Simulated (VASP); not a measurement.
Level of theory: LDA (Ceperley-Alder, Perdew-Zunger), VASP's LDA PAW potentials (set 64) (plane waves; VASP 6.6.1).

Input for VASP

File KPOINTS:
```
K-points
0
G
 8 8 2
0 0 0
```

File POSCAR:
```
WSe2
1
    3.2521443886     0.0000000000     0.0000000000
   -1.6260721943     2.8164393484     0.0000000000
    0.0000000000     0.0000000000    16.6903256190
W Se
1 2
Direct
 -0.0000000000  -0.0000000000   0.0000000000
  0.3333330000   0.6666670000   0.0999706276
  0.3333330000   0.6666670000   0.9000293724
```

**INCAR**
```
SYSTEM = WSe2
PREC = Accurate; ENCUT = 400; LREAL = .FALSE.
LASPH = .TRUE.
EDIFF = 1E-8; NELM = 100; ALGO = Normal
LMAXMIX = 6
ISMEAR = 0; SIGMA = 0.01
LWAVE = .FALSE.; LCHARG = .FALSE.
LEPSILON = .TRUE.
```

POTCAR, in this order: W_sv Se (LDA.64 set). Program: vasp_std.

The run wrote:

OUTCAR:
```
 ion  position               nearest neighbor table
   1  0.000  0.000  0.000-   2 2.51   3 2.51   2 2.51   3 2.51   2 2.51   3 2.51
   2  0.333  0.667  0.100-   1 2.51   1 2.51   1 2.51
   3  0.333  0.667  0.900-   1 2.51   1 2.51   1 2.51
  LATTYP: Found a hexagonal cell.
 ALAT       =     3.2521443886
 C/A-ratio  =     5.1320985862
 Subroutine PRICEL returns:
 Original cell was already a primitive cell.
 Subroutine GETGRP returns: Found 12 space group operations
The static configuration has the point symmetry D_3h.
The dynamic configuration has the point symmetry D_3h.
 Subroutine INISYM returns: Found 12 space group operations
 Subroutine IBZKPT returns following result:
 Found     20 irreducible k-points:

 Following reciprocal coordinates:
            Coordinates               Weight
  0.000000  0.000000  0.000000      1.000000
  0.125000 -0.000000  0.000000      6.000000
  0.250000 -0.000000  0.000000      6.000000
  0.375000 -0.000000  0.000000      6.000000
  0.500000 -0.000000  0.000000      3.000000
  0.125000  0.125000  0.000000      6.000000
  0.250000  0.125000  0.000000     12.000000
  0.375000  0.125000  0.000000     12.000000
  0.250000  0.250000  0.000000      6.000000
  0.375000  0.250000  0.000000      6.000000
  0.000000  0.000000  0.500000      1.000000
  0.125000 -0.000000  0.500000      6.000000
  0.250000 -0.000000  0.500000      6.000000
  0.375000 -0.000000  0.500000      6.000000
  0.500000 -0.000000  0.500000      3.000000
  0.125000  0.125000  0.500000      6.000000
  0.250000  0.125000  0.500000     12.000000
  0.375000  0.125000  0.500000     12.000000
  0.250000  0.250000  0.500000      6.000000
  0.375000  0.250000  0.500000      6.000000
 Subroutine IBZKPT_HF returns following result:
   k-points           NKPTS =     20   k-points in BZ     NKDIM =     20   number of bands    NBANDS=     17
   number of dos      NEDOS =    301   number of ions     NIONS =      3
   total plane-waves  NPLWV =  64512
   dimension x,y,z NGX =    24 NGY =   24 NGZ =  112
   dimension x,y,z NGXF=    48 NGYF=   48 NGZF=  224
   ions per type =               1   2
   PREC   = accura    normal or accurate (medium, high low for compatibility)
   ISTART =      0    job   : 0-new  1-cont  2-samecut
   ICHARG =      2    charge: 1-file 2-atom 10-const
   ISPIN  =      1    spin polarized calculation?
   LNONCOLLINEAR =      F non collinear calculations
   LSORBIT =      F    spin-orbit coupling
   INIWAV =      1    electr: 0-lowe 1-rand  2-diag
   ENCUT  =  400.0 eV  29.40 Ry    5.42 a.u.   5.30  5.30 27.22*2*pi/ulx,y,z
   NELM   =    100;   NELMIN=  2; NELMDL= -5     # of ELM steps
   EDIFF  = 0.1E-07   stopping-criterion for ELM
   LREAL  =      F    real-space projection
   NLSPLINE    = F    spline interpolate recip. space projectors
   LMAXMIX     =    6 max onsite mixed and CHGCAR
   VOSKOWN=      0    Vosko Wilk Nusair interpolation
   EDIFFG = 0.1E-06   stopping-criterion for IOM
   NSW    =      0    number of steps for IOM
   NBLOCK =      1;   KBLOCK =      1    inner block; outer block
   IBRION =     -1    ionic relax: 0-MD 1-quasi-New 2-CG
   NFREE  =      0    steps in history (QN), initial steepest desc. (CG)
   ISIF   =      2    stress and relaxation
   ISYM   =      2    0-nonsym 1-usesym 2-fastsym
   TEIN   =    0.0    initial temperature
   TEBEG  =    0.0;   TEEND  =   0.0 temperature during run
   SMASS  =  -3.00    Nose mass-parameter (am)
   PSTRESS=    0.0 pullay stress
   NELECT =      26.0000    total number of electrons
   EFERMI =   0.00;   METHOD = LEGACY
   ISMEAR =     0;   SIGMA  =   0.01  broadening in eV -4-tet -1-fermi 0-gaus
   IALGO  =     38    algorithm
   LDIAG  =      T    sub-space diagonalisation (order eigenvalues)
...
```

### OSZICAR
```
...
RMM:  12    -0.240207546126E+01   -0.42785E-09    0.64965E-07   547   0.140E-04
RMM:  13    -0.240207546072E+01    0.53782E-09   -0.37285E-07   528   0.138E-04
RMM:  14    -0.240207546067E+01    0.56369E-10   -0.19828E-07   492   0.138E-04
 Linear response to external field (no local field effect), progress :
  Direction:   2
       N       E                     dE             d eps       ncg     rms          rms(c)
RMM:   1    -0.218986880425E+01   -0.21899E+01   -0.12268E+01  1326   0.107E+01
RMM:   2    -0.240161070889E+01   -0.21174E+00   -0.17855E-01  1117   0.176E+00
RMM:   3    -0.240636597580E+01   -0.47553E-02   -0.21186E-02  1239   0.481E-01
RMM:   4    -0.240667222516E+01   -0.30625E-03   -0.12092E-03  1306   0.120E-01
RMM:   5    -0.240668901392E+01   -0.16789E-04   -0.70595E-05  1285   0.265E-02
RMM:   6    -0.240668999895E+01   -0.98503E-06   -0.44345E-06  1275   0.810E-03
RMM:   7    -0.240669012236E+01   -0.12341E-06   -0.24800E-07  1229   0.225E-03
RMM:   8    -0.240669014752E+01   -0.25167E-07   -0.70257E-07  1139   0.780E-04
RMM:   9    -0.240669015088E+01   -0.33583E-08   -0.60649E-07   871   0.307E-04
RMM:  10    -0.240669016218E+01   -0.11296E-07   -0.18318E-07   726   0.205E-04
RMM:  11    -0.240669016446E+01   -0.22824E-08   -0.18488E-07   594   0.171E-04
RMM:  12    -0.240669016506E+01   -0.59674E-09   -0.63933E-08   557   0.163E-04
 Linear response to external field (no local field effect), progress :
  Direction:   3
       N       E                     dE             d eps       ncg     rms          rms(c)
RMM:   1    -0.121763712649E+01   -0.12176E+01   -0.48324E+00  1254   0.924E+00
RMM:   2    -0.130104316867E+01   -0.83406E-01   -0.75572E-02  1142   0.135E+00
RMM:   3    -0.130230092589E+01   -0.12578E-02   -0.63069E-03  1182   0.341E-01
RMM:   4    -0.130241464397E+01   -0.11372E-03   -0.51307E-04  1245   0.918E-02
RMM:   5    -0.130242052265E+01   -0.58787E-05   -0.30491E-05  1263   0.204E-02
RMM:   6    -0.130242085913E+01   -0.33647E-06   -0.33720E-06  1262   0.621E-03
RMM:   7    -0.130242087265E+01   -0.13527E-07   -0.55871E-07  1177   0.149E-03
RMM:   8    -0.130242087260E+01    0.51329E-10   -0.40665E-07  1025   0.563E-04
RMM:   9    -0.130242087756E+01   -0.49641E-08   -0.46520E-07   681   0.257E-04
RMM:  10    -0.130242087732E+01    0.24945E-09   -0.43105E-07   571   0.196E-04
RMM:  11    -0.130242087763E+01   -0.31146E-09   -0.10656E-06   500   0.178E-04
RMM:  12    -0.130242087731E+01    0.32142E-09   -0.25606E-07   448   0.176E-04
RMM:  13    -0.130242087775E+01   -0.44339E-09   -0.39930E-07   413   0.176E-04
RMM:  14    -0.130242087743E+01    0.31540E-09   -0.20299E-07   375   0.176E-04
 Linear response to external field, progress :
  Direction:   1
       N       E                     dE             d eps       ncg     rms          rms(c)
RMM:   1    -0.214969747487E+01   -0.21497E+01   -0.12169E+01  4382   0.105E+01
RMM:   2    -0.239907807071E+01   -0.24938E+00   -0.18749E-01  3795   0.175E+00    0.261E+00
RMM:   3    -0.232643968327E+01    0.72638E-01   -0.88059E-02  3972   0.183E+00    0.142E+00
RMM:   4    -0.236851875623E+01   -0.42079E-01   -0.65190E-02  4237   0.190E+00    0.226E-01
RMM:   5    -0.237798229309E+01   -0.94635E-02   -0.43148E-03  4073   0.496E-01    0.292E-02
RMM:   6    -0.237964645660E+01   -0.16642E-02   -0.59985E-04  4275   0.153E-01    0.155E-02
RMM:   7    -0.237968501213E+01   -0.38556E-04    0.15337E-05  4367   0.478E-02    0.492E-03
RMM:   8    -0.237990669899E+01   -0.22169E-03   -0.10250E-04  4382   0.138E-02    0.177E-03
RMM:   9    -0.237998928791E+01   -0.82589E-04   -0.10990E-05  4482   0.446E-03    0.716E-04
RMM:  10    -0.238000559696E+01   -0.16309E-04   -0.53294E-06  4262   0.179E-03    0.172E-04
RMM:  11    -0.238000765665E+01   -0.20597E-05   -0.25735E-07  4591   0.694E-04    0.660E-05
RMM:  12    -0.238001034040E+01   -0.26838E-05   -0.20473E-06  4562   0.299E-04    0.162E-05
RMM:  13    -0.238001106614E+01   -0.72574E-06   -0.24212E-06  3620   0.181E-04    0.779E-06
 Linear response to external field, progress :
  Direction:   2
       N       E                     dE             d eps       ncg     rms          rms(c)
RMM:   1    -0.215947436363E+01   -0.21595E+01   -0.12267E+01  2656   0.105E+01
RMM:   2    -0.239956947602E+01   -0.24010E+00   -0.17991E-01  2351   0.175E+00    0.261E+00
RMM:   3    -0.232609781795E+01    0.73472E-01   -0.84304E-02  2414   0.182E+00    0.142E+00
RMM:   4    -0.237024055637E+01   -0.44143E-01   -0.80934E-02  2566   0.190E+00    0.225E-01
RMM:   5    -0.237813475624E+01   -0.78942E-02   -0.46346E-03  2486   0.497E-01    0.301E-02
RMM:   6    -0.237980556349E+01   -0.16708E-02   -0.34263E-04  2614   0.153E-01    0.157E-02
RMM:   7    -0.237983418476E+01   -0.28621E-04   -0.66628E-05  2639   0.477E-02    0.442E-03
RMM:   8    -0.238009807009E+01   -0.26389E-03   -0.35901E-05  2651   0.128E-02    0.131E-03
RMM:   9    -0.238015321219E+01   -0.55142E-04   -0.14069E-05  2681   0.415E-03    0.283E-04
RMM:  10    -0.238015678561E+01   -0.35734E-05   -0.18278E-06  2795   0.129E-03    0.117E-04
RMM:  11    -0.238015968520E+01   -0.28996E-05   -0.34800E-06  2708   0.483E-04    0.243E-05
RMM:  12    -0.238016072987E+01   -0.10447E-05   -0.10556E-06  2303   0.213E-04    0.122E-05
RMM:  13    -0.238016075748E+01   -0.27611E-07   -0.67420E-07  1768   0.155E-04    0.455E-06
 Linear response to external field, progress :
  Direction:   3
       N       E                     dE             d eps       ncg     rms          rms(c)
RMM:   1    -0.121763712649E+01   -0.12176E+01   -0.48324E+00  1254   0.924E+00
RMM:   2    -0.130104316867E+01   -0.83406E-01   -0.75572E-02  1142   0.135E+00    0.281E+00
RMM:   3    -0.331657232666E+00    0.96939E+00   -0.31793E+00  1320   0.518E+00    0.103E+00
RMM:   4    -0.244521240381E+00    0.87136E-01   -0.96241E-02  1056   0.135E+00    0.421E-01
RMM:   5    -0.223247241374E+00    0.21274E-01   -0.96290E-02  1115   0.111E+00    0.191E-01
RMM:   6    -0.221435758409E+00    0.18115E-02   -0.92071E-03  1135   0.304E-01    0.123E-01
RMM:   7    -0.221721734592E+00   -0.28598E-03   -0.34153E-03  1107   0.191E-01    0.435E-02
RMM:   8    -0.222732317540E+00   -0.10106E-02   -0.20728E-03  1159   0.995E-02    0.322E-02
RMM:   9    -0.223446379284E+00   -0.71406E-03   -0.14567E-03  1165   0.891E-02    0.162E-02
RMM:  10    -0.223906365736E+00   -0.45999E-03   -0.35912E-04  1160   0.359E-02    0.965E-03
RMM:  11    -0.223950035031E+00   -0.43669E-04   -0.54138E-04  1198   0.404E-02    0.844E-03
RMM:  12    -0.223903990484E+00    0.46045E-04    0.52450E-05  1146   0.988E-03    0.341E-03
RMM:  13    -0.223915828125E+00   -0.11838E-04    0.42834E-06  1194   0.102E-02    0.227E-03
RMM:  14    -0.223915939942E+00   -0.11182E-06   -0.34315E-05  1152   0.369E-03    0.837E-04
RMM:  15    -0.223924944474E+00   -0.90045E-05    0.21410E-05  1150   0.128E-03    0.420E-04
RMM:  16    -0.223926020132E+00   -0.10757E-05   -0.82661E-06  1195   0.840E-04    0.187E-04
RMM:  17    -0.223925104017E+00    0.91611E-06   -0.57418E-06  1076   0.245E-04    0.167E-04
RMM:  18    -0.223924730008E+00    0.37401E-06    0.15154E-06   847   0.146E-04    0.251E-05
RMM:  19    -0.223924399730E+00    0.33028E-06   -0.18852E-07   627   0.981E-05    0.160E-05
RMM:  20    -0.223924504887E+00   -0.10516E-06    0.16890E-07   387   0.693E-05    0.281E-06
```

File OUTCAR:
```
------------------------ aborting loop because EDIFF is reached ----------------------------------------

 HEAD OF MICROSCOPIC STATIC DIELECTRIC TENSOR (INDEPENDENT PARTICLE, excluding Hartree and local field effects)
 ------------------------------------------------------
           6.691994     0.000000    -0.000000
          -0.000000     6.691993     0.000000
           0.000000     0.000000     4.083281
 ------------------------------------------------------

 MACROSCOPIC STATIC DIELECTRIC TENSOR (including local field effects in DFT)
 ------------------------------------------------------
           6.387369    -0.000000     0.000000
           0.000000     6.387368    -0.000000
           0.000000     0.000000     1.502554
 ------------------------------------------------------

 PIEZOELECTRIC TENSOR (including local field effects)  for field in x, y, z        (e  Angst)
          XX          YY          ZZ          XY          YZ          ZX
  --------------------------------------------------------------------------------
  x     0.00000     0.00000     0.00000     1.07289     0.00000     0.00000
  y     1.07289    -1.07289     0.00000    -0.00000     0.00000     0.00000
  z     0.00000     0.00000     0.00000     0.00000     0.00000     0.00000

 PIEZOELECTRIC TENSOR (including local field effects)  for field in x, y, z        (C/m^2)
          XX          YY          ZZ          XY          YZ          ZX
  --------------------------------------------------------------------------------
  x     0.00000     0.00000     0.00000     0.11244     0.00000     0.00000
  y     0.11244    -0.11244     0.00000    -0.00000     0.00000     0.00000
  z     0.00000     0.00000     0.00000     0.00000     0.00000     0.00000

 BORN EFFECTIVE CHARGES (including local field effects) (in |e|, cummulative output)
 ---------------------------------------------------------------------------------
 ion    1
    1    -1.34952     0.00000     0.00000
    2     0.00000    -1.34952     0.00000
    3     0.00000    -0.00000    -0.15197
 ion    2
    1     0.67476     0.00000    -0.00000
    2     0.00000     0.67476     0.00000
    3     0.00000    -0.00000     0.07599
 ion    3
    1     0.67476     0.00000     0.00000
    2    -0.00000     0.67476     0.00000
    3    -0.00000     0.00000     0.07599
```
(Selected blocks of OUTCAR.)

The cell holds a wide vacuum, so values per volume refer to the whole cell. The dielectric response may not be converged in the k-mesh; for small gaps it tends to come out too large.

The cell is a sheet with vacuum, built from a database entry that may be metastable or hypothetical.
